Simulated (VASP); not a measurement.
These are AM05 GGA, VASP's PBE PAW potentials (set 64) (plane waves; VASP) values and carry that method's errors.

The input files of a VASP run:

**INCAR**
```
SYSTEM = V
PREC = Accurate; ENCUT = 520; LREAL = .FALSE.
LASPH = .TRUE.
EDIFF = 1E-6; NELM = 100; ALGO = Normal
LMAXMIX = 4
ISMEAR = 1; SIGMA = 0.1
GGA = AM
IBRION = 2; NSW = 60; ISIF = 3
EDIFFG = -0.01
LWAVE = .FALSE.; LCHARG = .FALSE.
```

File KPOINTS:
```
Automatic mesh
0
Gamma
15 15 15
0 0 0
```

### POSCAR
```
V
1
   -1.5150000000     1.5150000000     1.5150000000
    1.5150000000    -1.5150000000     1.5150000000
    1.5150000000     1.5150000000    -1.5150000000
V
1
Direct
  0.0000000000   0.0000000000   0.0000000000
```

POTCAR, in this order: V_sv (PBE.64 set). Program: vasp_std.

What VASP printed:

### OUTCAR
```
 ion  position               nearest neighbor table
   1  0.000  0.000  0.000-
  LATTYP: Found a body centered cubic cell.
 ALAT       =     3.0300000000
 Subroutine PRICEL returns:
 Original cell was already a primitive cell.
 Subroutine GETGRP returns: Found 48 space group operations
The static configuration has the point symmetry O_h .
The dynamic configuration has the point symmetry O_h .
 Subroutine INISYM returns: Found 48 space group operations
 Subroutine IBZKPT returns following result:
 Found    120 irreducible k-points:

 Following reciprocal coordinates:
            Coordinates               Weight
  0.000000  0.000000  0.000000      1.000000
  0.066667  0.000000  0.000000     12.000000
  0.133333  0.000000  0.000000     12.000000
  0.200000  0.000000  0.000000     12.000000
  0.266667  0.000000  0.000000     12.000000
  0.333333  0.000000  0.000000     12.000000
  0.400000  0.000000  0.000000     12.000000
  0.466667  0.000000  0.000000     12.000000
  0.066667  0.066667  0.000000     24.000000
  0.133333  0.066667  0.000000     48.000000
  0.200000  0.066667 -0.000000     48.000000
  0.266667  0.066667  0.000000     48.000000
  0.333333  0.066667  0.000000     48.000000
  0.400000  0.066667  0.000000     48.000000
  0.466667  0.066667  0.000000     24.000000
  0.133333  0.133333  0.000000     24.000000
  0.200000  0.133333  0.000000     48.000000
  0.266667  0.133333 -0.000000     48.000000
  0.333333  0.133333  0.000000     48.000000
  0.400000  0.133333  0.000000     48.000000
  0.200000  0.200000  0.000000     24.000000
  0.266667  0.200000 -0.000000     48.000000
  0.333333  0.200000  0.000000     48.000000
  0.400000  0.200000 -0.000000     24.000000
  0.266667  0.266667  0.000000     24.000000
  0.333333  0.266667  0.000000     48.000000
  0.333333  0.333333  0.000000      8.000000
  0.066667  0.066667  0.066667      8.000000
  0.133333  0.066667  0.066667     24.000000
  0.200000  0.066667  0.066667     24.000000
  0.266667  0.066667  0.066667     24.000000
  0.333333  0.066667  0.066667     24.000000
  0.400000  0.066667  0.066667     24.000000
 -0.066667  0.066667  0.066667      6.000000
  0.133333  0.133333  0.066667     24.000000
  0.200000  0.133333  0.066667     48.000000
  0.266667  0.133333  0.066667     48.000000
  0.333333  0.133333  0.066667     48.000000
  0.400000  0.133333  0.066667     24.000000
 -0.133333  0.133333  0.066667     24.000000
   k-points           NKPTS =    120   k-points in BZ     NKDIM =    120   number of bands    NBANDS=     10
   number of dos      NEDOS =    301   number of ions     NIONS =      1
   total plane-waves  NPLWV =   8000
   dimension x,y,z NGX =    20 NGY =   20 NGZ =   20
   dimension x,y,z NGXF=    40 NGYF=   40 NGZF=   40
   ions per type =               1
   PREC   = accura    normal or accurate (medium, high low for compatibility)
   ISTART =      0    job   : 0-new  1-cont  2-samecut
   ICHARG =      2    charge: 1-file 2-atom 10-const
   ISPIN  =      1    spin polarized calculation?
   LNONCOLLINEAR =      F non collinear calculations
   LSORBIT =      F    spin-orbit coupling
   INIWAV =      1    electr: 0-lowe 1-rand  2-diag
   ENCUT  =  520.0 eV  38.22 Ry    6.18 a.u.   4.88  4.88  4.88*2*pi/ulx,y,z
   NELM   =    100;   NELMIN=  2; NELMDL= -5     # of ELM steps
   EDIFF  = 0.1E-05   stopping-criterion for ELM
   LREAL  =      F    real-space projection
   NLSPLINE    = F    spline interpolate recip. space projectors
   LMAXMIX     =    4 max onsite mixed and CHGCAR
   VOSKOWN=      0    Vosko Wilk Nusair interpolation
...
```

### OSZICAR
```
       N       E                     dE             d eps       ncg     rms          rms(c)
DAV:   1     0.863684785857E+02    0.86368E+02   -0.73773E+03  2408   0.141E+03
DAV:   2    -0.949393166709E+01   -0.95862E+02   -0.94164E+02  2476   0.369E+02
DAV:   3    -0.109780832334E+02   -0.14842E+01   -0.14281E+01  2512   0.541E+01
DAV:   4    -0.109891164845E+02   -0.11033E-01   -0.11031E-01  2474   0.471E+00
DAV:   5    -0.109892253935E+02   -0.10891E-03   -0.10891E-03  2504   0.489E-01    0.183E+01
DAV:   6    -0.939006004274E+01    0.15992E+01   -0.67478E+00  2410   0.385E+01    0.135E+00
DAV:   7    -0.937031400729E+01    0.19746E-01   -0.26222E-02  2418   0.281E+00    0.842E-01
DAV:   8    -0.936009010261E+01    0.10224E-01   -0.73282E-03  2432   0.146E+00    0.489E-02
DAV:   9    -0.936013240611E+01   -0.42303E-04   -0.71342E-05  2416   0.140E-01    0.304E-02
DAV:  10    -0.936014046797E+01   -0.80619E-05   -0.50683E-06  2364   0.262E-02    0.182E-03
DAV:  11    -0.936014081665E+01   -0.34868E-06   -0.17907E-07  1204   0.649E-03
   1 F= -.93601408E+01 E0= -.93603819E+01  d E =-.936014E+01
       N       E                     dE             d eps       ncg     rms          rms(c)
DAV:   1    -0.148909105713E+02   -0.55308E+01   -0.11663E+02  2400   0.183E+02    0.309E+01
DAV:   2    -0.949500000317E+01    0.53959E+01   -0.17820E+01  2406   0.712E+01    0.574E+00
DAV:   3    -0.936128934222E+01    0.13371E+00   -0.36587E-01  2412   0.888E+00    0.473E+00
DAV:   4    -0.933224190981E+01    0.29047E-01   -0.55482E-02  2402   0.358E+00    0.327E-01
DAV:   5    -0.933221117509E+01    0.30735E-04   -0.48021E-03  2430   0.103E+00    0.102E-01
DAV:   6    -0.933209280821E+01    0.11837E-03   -0.12381E-04  2402   0.179E-01    0.159E-02
DAV:   7    -0.933208953583E+01    0.32724E-05   -0.53385E-06  2432   0.335E-02    0.272E-03
DAV:   8    -0.933209012732E+01   -0.59149E-06   -0.47060E-08  1200   0.297E-03
   2 F= -.93320901E+01 E0= -.93328404E+01  d E =0.280507E-01
       N       E                     dE             d eps       ncg     rms          rms(c)
DAV:   1    -0.112961945381E+02   -0.19641E+01   -0.40888E+01  2400   0.119E+02    0.142E+01
DAV:   2    -0.943178236339E+01    0.18644E+01   -0.90313E+00  2402   0.425E+01    0.231E+00
DAV:   3    -0.940950887221E+01    0.22273E-01   -0.37821E-02  2400   0.300E+00    0.116E+00
DAV:   4    -0.940112326478E+01    0.83856E-02   -0.20882E-02  2402   0.208E+00    0.182E-01
DAV:   5    -0.940116513546E+01   -0.41871E-04   -0.80967E-04  2434   0.422E-01    0.392E-02
DAV:   6    -0.940113247471E+01    0.32661E-04   -0.93529E-05  2412   0.143E-01    0.111E-02
DAV:   7    -0.940113278524E+01   -0.31054E-06   -0.55512E-07  1228   0.129E-02
   3 F= -.94011328E+01 E0= -.94015097E+01  d E =-.409920E-01
       N       E                     dE             d eps       ncg     rms          rms(c)
DAV:   1    -0.940161077323E+01   -0.47830E-03   -0.99634E-03  2400   0.179E+00    0.243E-01
DAV:   2    -0.940115798048E+01    0.45279E-03   -0.19706E-03  2406   0.661E-01    0.457E-02
DAV:   3    -0.940115261184E+01    0.53686E-05   -0.66084E-06  2380   0.361E-02    0.287E-02
DAV:   4    -0.940114908673E+01    0.35251E-05   -0.44242E-06  2358   0.291E-02    0.142E-03
DAV:   5    -0.940114901055E+01    0.76189E-07   -0.53054E-08  1200   0.349E-03
   4 F= -.94011490E+01 E0= -.94015233E+01  d E =-.410082E-01
```

File OUTCAR:
```
------------------------ aborting loop because EDIFF is reached ----------------------------------------
  FORCE on cell =-STRESS in cart. coord.  units (eV):
  Direction    XX          YY          ZZ          XY          YZ          ZX
  --------------------------------------------------------------------------------------
  Total        0.0007589      0.0007589      0.0007589     -0.0000000      0.0000000     -0.0000000
  in kB        0.0940430      0.0940430      0.0940430     -0.0000000      0.0000000     -0.0000000
  external PRESSURE =       0.0940430 kB  Pullay stress =       0.0000000 kB
  volume of cell :       12.93
      direct lattice vectors                 reciprocal lattice vectors
    -1.478581328  1.478581328  1.478581328     0.000000000  0.338161987  0.338161987
     1.478581328 -1.478581328  1.478581328     0.338161987  0.000000000  0.338161987
     1.478581328  1.478581328 -1.478581328     0.338161987  0.338161987  0.000000000
 POSITION                                       TOTAL-FORCE (eV/Angst)
 -----------------------------------------------------------------------------------
      1.47858      1.47858      1.47858        -0.000000      0.000000     -0.000000
 -----------------------------------------------------------------------------------
    total drift:                                0.000000     -0.000000      0.000000
  FREE ENERGIE OF THE ION-ELECTRON SYSTEM (eV)
  ---------------------------------------------------
  free  energy   TOTEN  =        -9.4011490105 eV

  energy  without entropy=       -9.4022718888  energy(sigma->0) =       -9.40152330

 reached required accuracy - stopping structural energy minimisation
```
(Selected blocks of OUTCAR.)

File CONTCAR:
```
V
   1.00000000000000
    -1.4785813278983564    1.4785813278983564    1.4785813278983564
     1.4785813278983564   -1.4785813278983564    1.4785813278983564
     1.4785813278983564    1.4785813278983564   -1.4785813278983564
  V
     1
Direct
     1.0000000000000000    1.0000000000000000    1.0000000000000000
```

Energy and stress use the plane-wave basis of the starting cell.

The compound is V in the bcc structure. This run relaxes it. Symmetry was kept, so distortions that lower it aren't found. The run is not spin-polarised, so no magnetic state was tried.
